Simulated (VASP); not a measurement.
Given:

```xyz
3
Lattice="-1.5996 1.6183 3.9922 1.5996 -1.6183 3.9922 1.5996 1.6183 -3.9922" Properties=species:S:1:pos:R:3 pbc="T T T"
Si     0.0000     0.0000     5.3097
Si     0.0000     0.0000     2.6748
W      0.0974     0.0000     0.0000
```

Computed with PBE GGA, VASP's PBE PAW potentials (set 64) (plane waves; VASP). Run with 400 eV cut-off, KSPACING 0.4 per Å, first-order Methfessel-Paxton smearing of 0.10 eV, potentials Si W_sv.

Q: Which forces act on the atoms, in eV/Å?

A: 
```json
[
 {"atom": "Si1", "Fx": "0.494", "Fy": "0.000", "Fz": "0.072"},
 {"atom": "Si2", "Fx": "0.494", "Fy": "0.000", "Fz": "-0.072"},
 {"atom": "W3", "Fx": "-0.989", "Fy": "0.000", "Fz": "0.000"}
]
```

Q: Give the stress tensor in GPa (positive for a compressed cell).

A: 
```
 3.08   0.00   0.00
 0.00  -0.19   0.00
 0.00   0.00  -6.38
```
The pressure is its mean diagonal, -1.16 GPa.

The compound is WSi2 in the MoSi2 type structure. The cell was not relaxed at this level. The run is one of a series of settings (KGAMMA = .TRUE., KSPACING = 0.4, KPOINTS file removed against the base run), some of them coarse on purpose.
